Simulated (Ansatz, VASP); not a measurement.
Two plane-wave programs on NbB2

```
Nb B
1.0
     3.09263    0.00000    0.00000
    -1.54631    2.67829    0.00000
     0.00000    0.00000    3.30446
Nb B
1 2
Direct
  0.00000 0.00000 0.00000
  0.33333 0.66667 0.50000
  0.66667 0.33333 0.50000
```

Alike in both runs: functional LDA; k mesh 18 × 18 × 14; occupations fermi-dirac, width 0.15 eV; no spin polarisation.

Ansatz relaxed the structure, and its values are those at the end. VASP's run is a single point on that final structure, the one shown.

|  | VASP | Ansatz |
| --- | --- | --- |
| version | VASP 6.6.1 | Ansatz 0.2.0 |
| potentials or method | VASP PAW LDA potentials, release 64 (Nb_sv, B) | scalar-relativistic, plane waves, PAW |
| plane-wave cutoff (eV) | 520 | 420 |
| valence electrons in the cell | 19 | 19 |

```csv
,VASP,Ansatz,Ansatz less VASP
gap on the k mesh at the Fermi level (eV),none,none,-
pressure (GPa),-5.9,-5.9,-0.04
```

A gap of «none» marks a metal or a gap that the smearing closes.
